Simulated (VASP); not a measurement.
Input of a VASP 6.6.1 run:

Contents of INCAR:

```
SYSTEM = Zr
ALGO = Normal
EDIFF = 1E-7
EDIFFG = -0.005
ENCUT = 600
GGA = PE
IBRION = 2
ISIF = 3
ISMEAR = 1
LASPH = .TRUE.
LCHARG = .FALSE.
LREAL = .FALSE.
LWAVE = .FALSE.
NELM = 80
NSW = 90
PREC = Accurate
PSTRESS = 53.4
SIGMA = 0.1
```

The input KPOINTS:

```
k-points
0
G
  15 15 7
  0 0 0
```

Contents of POSCAR:

```
Zr                                      
1.0
    3.1721799969      0.0000000000     -0.0000000000
   -1.5860899984      2.7471884626      0.0000000000
    0.0000000000      0.0000000000      5.0938925099
  Zr            
     2
Direct
     0.3333333332999970    0.6666666667000030    0.2500000000000000
     0.6666666667000030    0.3333333332999970    0.7500000000000000
```

Potentials or basis: VASP PAW PBE potentials, release 64 (Zr_sv).

Run with:

```console
$ cat potpaw_PBE.64/Zr_sv/POTCAR > POTCAR
$ mpirun -np 1 vasp_std > vasp.out
```

(1) Predict the band gap on the k mesh.

Results:

(1) none (metal or under the smearing width).

Caveat: the relaxation stopped at its first step, so nothing moved.
